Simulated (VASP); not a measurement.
Level of theory: LDA (Ceperley-Alder, Perdew-Zunger), VASP's LDA PAW potentials (set 64) (plane waves; VASP).

Input for VASP

KPOINTS:
```
Automatic mesh
0
Gamma
13 13 7
0 0 0
```

**INCAR**
```
SYSTEM = Mg
PREC = Accurate; ENCUT = 500; LREAL = .False.
LASPH = .True.
EDIFF = 1E-6; NELM = 100; ALGO = Normal
ISMEAR = 1; SIGMA = 0.1
IBRION = 2; NSW = 40; ISIF = 3
EDIFFG = -0.02
LWAVE = .False.; LCHARG = .False.
```

**POSCAR**
```
Mg
1
    1.5639188135    -2.7087872630    -0.0000000000
    1.5639188135     2.7087872630    -0.0000000000
   -0.0000000000    -0.0000000000     5.0625402325
Mg
2
Direct
  0.3333330000   0.6666670000   0.2500000000
  0.6666670000   0.3333330000   0.7500000000
```

POTCAR, in this order: Mg (LDA.64 set). Program: vasp_std.

Output of the run:

**OUTCAR**
```
 ion  position               nearest neighbor table
   1  0.333  0.667  0.250-   2 3.11   2 3.11   2 3.11   2 3.11   2 3.11   2 3.11
   2  0.667  0.333  0.750-   1 3.11   1 3.11   1 3.11   1 3.11   1 3.11   1 3.11
  LATTYP: Found a hexagonal cell.
 ALAT       =     3.1278379900
 C/A-ratio  =     1.6185429836
 Subroutine PRICEL returns:
 Original cell was already a primitive cell.
 Subroutine GETGRP returns: Found 24 space group operations
The static configuration has the point symmetry D_3d.
 The point group associated with its full space group is D_6h.
The dynamic configuration has the point symmetry D_3d.
 Subroutine INISYM returns: Found 24 space group operations
 Subroutine IBZKPT returns following result:
 Found     84 irreducible k-points:

 Following reciprocal coordinates:
            Coordinates               Weight
  0.000000  0.000000  0.000000      1.000000
  0.076923  0.000000  0.000000      6.000000
  0.153846  0.000000  0.000000      6.000000
  0.230769 -0.000000  0.000000      6.000000
  0.307692  0.000000  0.000000      6.000000
  0.384615  0.000000  0.000000      6.000000
  0.461538 -0.000000  0.000000      6.000000
...
```

**OSZICAR**
```
       N       E                     dE             d eps       ncg     rms          rms(c)
DAV:   1    -0.425671712939E+00   -0.42567E+00   -0.13076E+03  1008   0.462E+02
DAV:   2    -0.360482712070E+01   -0.31792E+01   -0.30250E+01  1392   0.298E+01
DAV:   3    -0.363214834480E+01   -0.27321E-01   -0.25812E-01  1422   0.338E+00
DAV:   4    -0.363224411972E+01   -0.95775E-04   -0.95652E-04  1380   0.154E-01
DAV:   5    -0.363224441525E+01   -0.29553E-06   -0.29559E-06  1410   0.660E-03    0.939E-01
DAV:   6    -0.362041799311E+01    0.11826E-01   -0.55793E-04  1266   0.195E-01    0.596E-01
DAV:   7    -0.361111660195E+01    0.93014E-02   -0.19266E-03  1134   0.356E-01    0.298E-02
DAV:   8    -0.361110789833E+01    0.87036E-05   -0.13674E-05  1668   0.280E-02    0.651E-03
DAV:   9    -0.361110686691E+01    0.10314E-05   -0.68455E-07  1008   0.576E-03    0.595E-04
DAV:  10    -0.361110685305E+01    0.13859E-07   -0.99214E-09   750   0.780E-04
   1 F= -.36111069E+01 E0= -.36107444E+01  d E =-.361111E+01
```

OUTCAR:
```
------------------------ aborting loop because EDIFF is reached ----------------------------------------
  FORCE on cell =-STRESS in cart. coord.  units (eV):
  Direction    XX          YY          ZZ          XY          YZ          ZX
  --------------------------------------------------------------------------------------
  Total       -0.0089145     -0.0089145     -0.0040115      0.0000000      0.0000000      0.0000000
  in kB       -0.3329825     -0.3329826     -0.1498399      0.0000000      0.0000000      0.0000000
  external PRESSURE =      -0.2719350 kB  Pullay stress =       0.0000000 kB
  volume of cell :       42.89
      direct lattice vectors                 reciprocal lattice vectors
     1.563918813 -2.708787263  0.000000000     0.319709691 -0.184584447  0.000000000
     1.563918813  2.708787263  0.000000000     0.319709691  0.184584447  0.000000000
     0.000000000  0.000000000  5.062540232     0.000000000  0.000000000  0.197529294
 POSITION                                       TOTAL-FORCE (eV/Angst)
 -----------------------------------------------------------------------------------
      1.56392      0.90293      1.26564        -0.000000     -0.000000      0.000000
      1.56392     -0.90293      3.79691         0.000000      0.000000      0.000000
 -----------------------------------------------------------------------------------
    total drift:                                0.000001     -0.000006      0.000001
  FREE ENERGIE OF THE ION-ELECTRON SYSTEM (eV)
  ---------------------------------------------------
  free  energy   TOTEN  =        -3.6111068531 eV

  energy  without entropy=       -3.6100193671  energy(sigma->0) =       -3.61074436

 reached required accuracy - stopping structural energy minimisation
```
(Selected blocks of OUTCAR.)

The compound is Mg in the hcp structure. It was relaxed first, which changed the volume by -8 %.
